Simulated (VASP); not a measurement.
# CrCoN (P-62m) in VASP: single point with PBE

Aim: the single point of CrCoN with PBE.

All numbers are computed with VASP 6.6.1; they aren't measurements. Logs are shortened: lines on timing, memory, paths and dates and some standing lists are left out, and cuts for length are marked.

## (1) The structure

The structure is hexagonal, space group P-62m (No. 189). Conventional cell: a = 5.475 Å, b = 5.475 Å, c = 3.278 Å, α = 90.00°, β = 90.00°, γ = 120.00°. Around Co (site symmetry m2m) lie 4 N at 2.08 to 2.14 Å and 2 Co at 2.38 Å. Cr (site symmetry m2m) is surrounded by 5 N at 2.31 to 2.34 Å and 6 Co at 2.40 to 2.61 Å. N (site symmetry -62m) has 6 Co at 2.14 Å and 3 Cr at 2.34 Å as nearest neighbours. N (site symmetry -6) has 3 Co at 2.08 to 2.09 Å and 6 Cr at 2.31 Å as nearest neighbours.

The cell was built by a generator and needn't be a form met in nature.

## (2) Single point, PBE

Contents of INCAR:

```
PREC = Accurate
ENCUT = 520
EDIFF = 1E-6
ISMEAR = -1
SIGMA = 0.1
LREAL = F
LASPH = T
NELM = 100
ALGO = Normal
ISIF = 2
LWAVE = F
LCHARG = F
GGA = PE
NBANDS = 49
```

Contents of KPOINTS:

```
regular mesh
0
Gamma
  4 4 6
```

Contents of POSCAR:

```
CrCoN
1.0
    5.4745870000      0.0000000000      0.0000000000
   -2.7372940000      4.7411340000      0.0000000000
    0.0000000000      0.0000000000      3.2782930000
Co Cr N
3 3 3
Direct
    0.2515000000      0.0000000000      0.0000000000
    0.7485000000      0.7485000000      0.0000000000
    0.0000000000      0.2515000000      0.0000000000
    0.5729000000      0.0000000000      0.5000000000
    0.4271000000      0.4271000000      0.5000000000
    0.0000000000      0.5729000000      0.5000000000
    0.0000000000      0.0000000000      0.5000000000
    0.3333000000      0.6667000000      0.0000000000
    0.6667000000      0.3333000000      0.0000000000
```

Potentials or basis: VASP PAW PBE potentials, release 64 (Co, Cr_pv, N).

Command:

```sh
cat potpaw_PBE.64/Co/POTCAR potpaw_PBE.64/Cr_pv/POTCAR potpaw_PBE.64/N/POTCAR > POTCAR
mpirun -np 1 vasp_std > vasp.out
```

OUTCAR:

```text
PREC = Accurate
   ENCUT = 520
   EDIFF = 1E-6
   ISMEAR = -1
   LREAL = F
   LASPH = T
   NELM = 100
   ISIF = 2
   GGA = PE

 ion  position               nearest neighbor table
   1  0.252  0.000  0.000-   8 2.08   9 2.09   7 2.14   7 2.14   2 2.38   3 2.38   4 2.40   4 2.40
                             6 2.61   6 2.61   5 2.61   5 2.61
   2  0.748  0.748  0.000-   8 2.09   9 2.09   7 2.14   7 2.14   1 2.38   3 2.38   5 2.40   5 2.40
                             6 2.61   6 2.61   4 2.61   4 2.61
   3  0.000  0.252  0.000-   9 2.08   8 2.09   7 2.14   7 2.14   1 2.38   2 2.38   6 2.40   6 2.40
                             5 2.61   5 2.61   4 2.61   4 2.61
   4  0.573  0.000  0.500-   9 2.31   9 2.31   8 2.31   8 2.31   7 2.34   1 2.40   1 2.40   3 2.61
                             3 2.61   2 2.61   2 2.61   6 2.82   5 2.82   6 2.82   5 2.82
   5  0.427  0.427  0.500-   9 2.31   9 2.31   8 2.31   8 2.31   7 2.34   2 2.40   2 2.40   3 2.61
                             3 2.61   1 2.61   1 2.61   6 2.82   6 2.82   4 2.82   4 2.82
   6  0.000  0.573  0.500-   8 2.31   8 2.31   9 2.31   9 2.31   7 2.34   3 2.40   3 2.40   2 2.61
                             2 2.61   1 2.61   1 2.61   5 2.82   5 2.82   4 2.82   4 2.82
   7  0.000  0.000  0.500-   1 2.14   1 2.14   2 2.14   2 2.14   3 2.14   3 2.14   4 2.34   5 2.34
                             6 2.34
   8  0.333  0.667  0.000-   1 2.08   3 2.09   2 2.09   6 2.31   6 2.31   4 2.31   4 2.31   5 2.31
                             5 2.31
   9  0.667  0.333  0.000-   3 2.08   1 2.09   2 2.09   4 2.31   4 2.31   6 2.31   6 2.31   5 2.31
                             5 2.31

  LATTYP: Found a hexagonal cell.
 ALAT       =     5.4745870000
 C/A-ratio  =     0.5988201484

  Lattice vectors:

 A1 = (   5.4745870000,   0.0000000000,   0.0000000000)
 A2 = (  -2.7372940000,   4.7411340000,   0.0000000000)
 A3 = (   0.0000000000,   0.0000000000,   3.2782930000)

Analysis of symmetry for initial positions (statically):
=====================================================================
 Subroutine PRICEL returns:
 Original cell was already a primitive cell.

 Routine SETGRP: Setting up the symmetry group for a
 hexagonal supercell.

 Subroutine GETGRP returns: Found  4 space group operations
 (whereof  4 operations were pure point group operations)
 out of a pool of 24 trial point group operations.

The static configuration has the point symmetry C_2v.

Analysis of symmetry for dynamics (positions and initial velocities):
=====================================================================
 Subroutine PRICEL returns:
 Original cell was already a primitive cell.

 Routine SETGRP: Setting up the symmetry group for a
 hexagonal supercell.

[... 125 lines left out ...]
   ISYM   =      2    0-nonsym 1-usesym 2-fastsym
   POTIM  = 0.5000    time-step for ionic-motion
   TEBEG  =    0.0;   TEEND  =   0.0 temperature during run
   PSTRESS=    0.0 pullay stress
   NELECT =      78.0000    total number of electrons
   NUPDOWN=      -1.0000    fix difference up-down
   EMIN   =  10.00;   EMAX   =-10.00  energy-range for DOS
   EFERMI =   0.00;   METHOD = LEGACY
   ISMEAR =    -1;   SIGMA  =   0.10  broadening in eV -4-tet -1-fermi 0-gaus
   EFERMI_NEDOS =   21; number of points for ismear=-14 and -15
   IALGO  =     38    algorithm
   IMIX   =      4    mixing-type and parameters
     AMIX     =   0.40;   BMIX     =  1.00
     AMIX_MAG =   1.60;   BMIX_MAG =  1.00
  volume/ion in A,a.u.               =       9.45        63.80
  Fermi-wavevector in a.u.,A,eV,Ry     =   1.590301  3.005233 34.409899  2.529056
  Thomas-Fermi vector in A             =   2.689017
   LORBIT       =      0    0 simple, 1 ext, 2 COOP (PROOUT), +10 PAW based schemes
   GGA     = PE    functional components
   LHFCALC =     F    Hartree Fock is set to
   AEXX    =    0.0000 exact exchange contribution
   IVDW    =     0    specifies the selected vdW correction
   LEPSILON=     F    determine dielectric tensor
   LRPA    =     F    only Hartree local field effects (RPA)
 non-spin polarized calculation
  energy-cutoff  :      520.00
  volume of cell :       85.09
 maximum number of plane-waves:      2328
 NGX is ok and might be reduce to    42
   NGX = 21   NGY = 21   NGZ = 13

 number of electron      77.9999979 magnetization

 Free energy of the ion-electron system (eV)
  ---------------------------------------------------
  ext. energy  EPLUGINS =         0.00000000
  ---------------------------------------------------
  free energy    TOTEN  =       -70.72725586 eV

  energy without entropy =      -70.29157754  energy(sigma->0) =      -70.50941670

 E-fermi :  10.9628     XC(G=0): -13.5167

 val. band max:       10.9493777122   @ k =   0.0000   0.0000   0.1667
 cond. band min:      10.9628055375   @ k =  -0.2500   0.5000   0.1667
 fundamental gap:      0.0134278253
 Fermi energy:        10.9627653522

 k-point     1 :       0.0000    0.0000    0.0000
  band No.  band energies     occupation
      1     -32.7550      2.00000
      2     -32.6062      2.00000
      3     -32.6061      2.00000
      4     -32.5699      2.00000
      5     -32.5415      2.00000
      6     -32.5414      2.00000
[... 1237 lines left out ...]
     48      12.0694      0.00003
     49      12.2021      0.00001

 [... further k-points ...]
[... 5 lines left out ...]
  --------------------------------------------------------------------------------------
  -------------------------------------------------------------------------------------
  Total      -11.9483414    -11.9505383     -7.0387689     -0.0018901      0.0000000      0.0000000
  in kB     -224.9763395   -225.0177057   -132.5335796     -0.0355881      0.0000000      0.0000000
  external PRESSURE =    -194.1758749 kB  Pullay stress =       0.0000000 kB

 VOLUME and BASIS-vectors are now :
 -----------------------------------------------------------------------------
  energy-cutoff  :      520.00
  volume of cell :       85.09
      direct lattice vectors                 reciprocal lattice vectors
     5.474587000  0.000000000  0.000000000     0.182662181  0.105460021  0.000000000
    -2.737294000  4.741134000  0.000000000     0.000000000  0.210920004  0.000000000
     0.000000000  0.000000000  3.278293000     0.000000000  0.000000000  0.305036798

 POSITION                                       TOTAL-FORCE (eV/Angst)
 -----------------------------------------------------------------------------------
      1.37686      0.00000      0.00000         1.120116      0.000174      0.000000
      2.04886      3.54874      0.00000        -0.560356     -0.970565      0.000000
     -0.68843      1.19240      0.00000        -0.559908      0.970137      0.000000
      3.13639      0.00000      1.63915         1.324158      0.000550      0.000000
      1.16910      2.02494      1.63915        -0.662389     -1.147292      0.000000
     -1.56820      2.71620      1.63915        -0.661603      1.147030      0.000000
      0.00000      0.00000      1.63915        -0.000020     -0.000035      0.000000
     -0.00027      3.16091      0.00000         0.000666     -0.000383      0.000000
      2.73757      1.58022      0.00000        -0.000665      0.000385      0.000000
 -----------------------------------------------------------------------------------
    total drift:                               -0.000032     -0.000056      0.000001

  FREE ENERGIE OF THE ION-ELECTRON SYSTEM (eV)
  ---------------------------------------------------
  free  energy   TOTEN  =       -70.7272558596 eV

  energy  without entropy=      -70.2915775411  energy(sigma->0) =      -70.50941670
```

It took 2.7 min on 1 thread of Intel Xeon Platinum 8488C (Sapphire Rapids), shared host; peak memory 0.25 GiB.

Results:

- Free energy: -70.7273 eV
- Pressure: -19.4 GPa
- Largest force: 1.325 eV/Å
- Band gap on the k mesh: none (metal or under the smearing width)

Forces in eV/Å, atoms in the order of the input:
```
Co   1.120  0.000  0.000
Co  -0.560 -0.971  0.000
Co  -0.560  0.970  0.000
Cr   1.324  0.001  0.000
Cr  -0.662 -1.147  0.000
Cr  -0.662  1.147  0.000
N    0.000  0.000  0.000
N    0.001  0.000  0.000
N   -0.001  0.000  0.000
```

Stress tensor (GPa, compression positive):
```
-22.50   0.00   0.00
  0.00 -22.50   0.00
  0.00   0.00 -13.25
```

Caveat: so large a pressure means that the cell lies far from this level's equilibrium, or that cutoff or potentials fall short; the run has no spin polarisation, though such a crystal can be magnetic; forces of over 1 eV/Å show positions far from the minimum, so gaps and moduli don't describe the material at rest.
